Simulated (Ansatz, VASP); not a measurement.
# Cross-check of Sb2Se2O between VASP and Ansatz, part 2 of 2

Wanted: the spread between two codes on one cell, functional and k mesh. The cell is generated by rule, not measured, and may not be a known phase. Of the first pair: The two relaxations start from unlike cells of this crystal (the structure described is Ansatz's start), so only their ends are compared.

VASP 6.6.1 and Ansatz 0.2.0.

So far: The structure; Ansatz: relaxation of cell and atoms, PBEsol, pair 1; VASP: relaxation of cell and atoms, PBEsol, pair 1.

## 4. Differences

Known differences besides the potentials themselves: the data sets hold 68 valence electrons in Ansatz (on norm-conserving files, of PseudoDojo where its log says so) and 28 in VASP; the cutoff is 1170.09 eV in Ansatz and 600 eV in VASP; Ansatz adds a Pulay correction to the stress that steers its cell, VASP none. Total energies have different zeros and are not compared.

Compared:

```
                                         quantity  Ansatz    VASP  difference
                                      volume (Å³)  109.16  109.42     -0.24 %
edge a after relaxation, in the typed setting (Å)   8.848   8.893     -0.50 %
```

## 5. Ansatz: relaxation of cell and atoms, PBEsol, pair 2

The relaxed volume is the usual yardstick between codes: in a stiff, nearly cubic crystal its relative difference is about their pressure difference at one cell divided by the bulk modulus. Its start cell is another than that of the pair before, and may be another structure of the material.

The cell is taken from a series of runs on this material, whose earlier steps may have relaxed, scaled, displaced or heated it; both programs get it as it stands.

Contents of input.yaml:

```yaml
crystal:
  lattice:
    - [1.9145062398, 1.1053390662, 8.7015630545]
    - [-1.9145062398, 1.1053390662, 8.7015630545]
    - [0.0, -2.2106830125, 8.7015624346]
  atoms:
    - { symbol: Sb, position: [0.3832559511, 0.3832559511, 0.3832559511] }
    - { symbol: Sb, position: [0.6167440489, 0.6167440489, 0.6167440489] }
    - { symbol: O, position: [0.0, 0.0, 0.0] }
    - { symbol: Se, position: [0.22113823, 0.22113823, 0.22113823] }
    - { symbol: Se, position: [0.77886177, 0.77886177, 0.77886177] }
kpoints:
  mp_grid: { grid: [9, 9, 9] }
hamiltonian:
  xc: pbesol
  pseudopotentials: { kind: nc }
scf:
  occupations: { method: fixed }
output:
  forces: true
  stress: true
  eigenvalues: true
  write_density: true
  write_potential: true
  elf: true
  volumetric_format: npy
relax:
  adjacent_minimum: "off"
  f_tol: 0.001
  max_steps: 60
  cell: { stress_tol: 0.01 }
```

Command:

```console
$ ansatz run input.yaml --threads 8 --pin off --max-ram 14336MiB --backend cpu --events-out ev --progress --plain --runs-dir out
```

Numbers of over 12 decimals in the logs are rounded to 6 here.

Log:

```text
[...]
Crystal: 5 atoms, lattice volume = 110.485 Å³
Basis set: ecut = 1170.089609 eV, 10087 PW (Γ), FFT grids on a1−a2, a2, −a2+a3, exchange–correlation on 90×216×90 points (8 copies of the dense FFT grid, shifted against one another)
Bands: 41, of which v1, the nominal top of the filled ones, is band 34 counted from 1 (33 counted from 0)
Symmetry: 12 space group operations
[...]
cell:  # Å, volume = 110.5119 Å³
    - [1.914514, 1.105344, 8.703648]
    - [-1.914514, 1.105344, 8.703648]
    - [0, -2.210692, 8.703648]
  atoms:
    - { symbol: Sb, position: [0.383253, 0.383253, 0.383253] }
    - { symbol: Sb, position: [0.616747, 0.616747, 0.616747] }
    - { symbol: O, position: [0, 0, 0] }
    - { symbol: Se, position: [0.221164, 0.221164, 0.221164] }
    - { symbol: Se, position: [0.778836, 0.778836, 0.778836] }
[key lines of the parts left out:]
SCF converged after 10 iterations
Free energy (F): -11979.152791 eV
Fermi energy:    10.107949 eV
P = ⅓ Tr σ = 0.0016 GPa (0.016 kbar)
```

## 6. VASP: relaxation of cell and atoms, PBEsol, pair 2

The same cell, functional and mesh now go to VASP, with its own data sets.

Contents of INCAR:

```
SYSTEM = Sb2Se2O
PREC = Accurate
ENCUT = 600
EDIFF = 1E-07
NELM = 120
ISMEAR = 0
SIGMA = 0.01
LREAL = .FALSE.
ALGO = Normal
GGA = PS
NBANDS = 20
LORBIT = 11
LWAVE = .FALSE.
LCHARG = .FALSE.
ISIF = 3
IBRION = 2
NSW = 80
EDIFFG = -0.005
LASPH = .TRUE.
GGA_COMPAT = .FALSE.
NELMIN = 4
EFERMI = MIDGAP
KPAR = 2
```

Contents of POSCAR:

```
Sb2Se2O
1.0
    1.9145060000      1.1053390000      8.7015630000
   -1.9145060000      1.1053390000      8.7015630000
    0.0000000000     -2.2106830000      8.7015620000
Sb O Se
2 1 2
Direct
    0.3832559374      0.3832559374      0.3832559753
    0.6167440626      0.6167440626      0.6167440247
    0.0000000000      0.0000000000      0.0000000000
    0.2211382651      0.2211382651      0.2211382173
    0.7788617732      0.7788617732      0.7788618210
```

Contents of KPOINTS:

```
Automatic mesh
0
Gamma
9 9 9
0 0 0
```

PAW data sets: Sb, O and Se (PBE family, release 64).

Command:

```console
$ mpirun -np 2 vasp_std
```

Log:

```text
[banner, memory and clock lines left out]
running    2 mpi-ranks, on    1 nodes
[...]
[... a notice as in an earlier step ...]

 LDA part: xc-table for (Slater+PW92), standard interpolation
 POSCAR, INCAR and KPOINTS ok, starting setup
[...]
entering main loop
       N       E                     dE             d eps       ncg     rms          rms(c)
DAV:   1     0.168455923127E+03    0.16846E+03   -0.11784E+04  3400   0.132E+03
DAV:   2    -0.962789210831E+01   -0.17808E+03   -0.17230E+03  4516   0.209E+02
DAV:   3    -0.260133921553E+02   -0.16386E+02   -0.15980E+02  4092   0.724E+01
DAV:   4    -0.263461767477E+02   -0.33278E+00   -0.33053E+00  4280   0.105E+01
[...]
DAV:  14    -0.242549284176E+02    0.99138E-05   -0.33072E-05  4164   0.418E-02    0.458E-03
DAV:  15    -0.242549287768E+02   -0.35924E-06   -0.57549E-06  3532   0.139E-02    0.180E-03
DAV:  16    -0.242549287955E+02   -0.18739E-07   -0.85451E-08  2208   0.182E-03
   1 F= -.24254929E+02 E0= -.24254929E+02  d E =-.242549E+02
[... from here on, the cycles between the ionic steps are left out ...]
   2 F= -.24255310E+02 E0= -.24255310E+02  d E =-.381027E-03
   3 F= -.24255310E+02 E0= -.24255310E+02  d E =-.381285E-03
   4 F= -.24255318E+02 E0= -.24255318E+02  d E =-.820054E-05
   5 F= -.24255326E+02 E0= -.24255326E+02  d E =-.158313E-04
[...]
reached required accuracy - stopping structural energy minimisation
```

From OUTCAR (step 6):

```text
  Total        0.0103742      0.0103742     -0.0075561      0.0000000      0.0000000      0.0000000
  in kB        0.1506750      0.1506751     -0.1097448      0.0000000      0.0000001      0.0000000
  external PRESSURE =       0.0638684 kB  Pullay stress =       0.0000000 kB

 POSITION                                       TOTAL-FORCE (eV/Angst)
 -----------------------------------------------------------------------------------
      0.00000     -0.00000     10.00313        -0.000000      0.000000     -0.002317
      0.00000     -0.00000     16.10675        -0.000000     -0.000000      0.002317
     -0.00000      0.00000      0.00000        -0.000000      0.000000      0.000000
      0.00000     -0.00000      5.77202         0.000000     -0.000000      0.000402
      0.00000     -0.00000     20.33786        -0.000000      0.000000     -0.000402
 -----------------------------------------------------------------------------------
    total drift:                               -0.000000      0.000000     -0.000339

  FREE ENERGIE OF THE ION-ELECTRON SYSTEM (eV)
  ---------------------------------------------------
  free  energy   TOTEN  =       -24.2553259121 eV

  energy  without entropy=      -24.2553259121  energy(sigma->0) =      -24.25532591

[... 1 part as in an earlier step ...]

[... 3 further parts left out ...]
[key lines of the parts left out:]
E-fermi :   5.9696
```

## 7. Comparison

What differs besides the data sets and the points named for the pairs above, as far as they apply: fixed occupations in Ansatz, narrow Gaussian smearing in VASP; the data sets hold 68 valence electrons in Ansatz (on norm-conserving files, of PseudoDojo where its log says so) and 28 in VASP. Total energies have different zeros and are not compared.

Both answers:

```
                                         quantity  Ansatz    VASP  difference
                                      volume (Å³)  110.51  110.31     +0.18 %
edge a after relaxation, in the typed setting (Å)   8.980   8.979     +0.01 %
```

## 8. Outcome

```yaml
difference_in_edge_a_after_relaxation_in_the_typed_setting_relaxation_of_cell_and_atoms_pbesol_pair_1: -0.50 %
difference_in_volume_relaxation_of_cell_and_atoms_pbesol_pair_2: 0.18 %
```

**Reading.** The difference in edge a after relaxation, in the typed setting is -0.50 % (relaxation of cell and atoms, PBEsol, pair 1), within the 1.2 % picked in this series as the mark of a large difference, as far as the stopping tolerances let one tell. The data sets hold unlike numbers of valence electrons (68 in Ansatz and 28 in VASP), so part of the differences comes from the potentials. VASP runs on this material, other cells of it included, that failed, so that no pair exists: relaxation of cell and atoms, PBEsol (timeout). How closely two codes agree says nothing of how well the functional describes the real material.

[Lines on the potential files, build, host, timing and source positions are cut from VASP's logs without a mark.]

[Logs are printed without paths, hosts, clocks, repeated set-up lines and the standing remarks that a program may print on its own settings, such as how far it seeks lower states.]

[Hosts, paths, dates, database ids (printed as entryN), source tags and the programs' standing remarks are cut or masked in the printed files.]
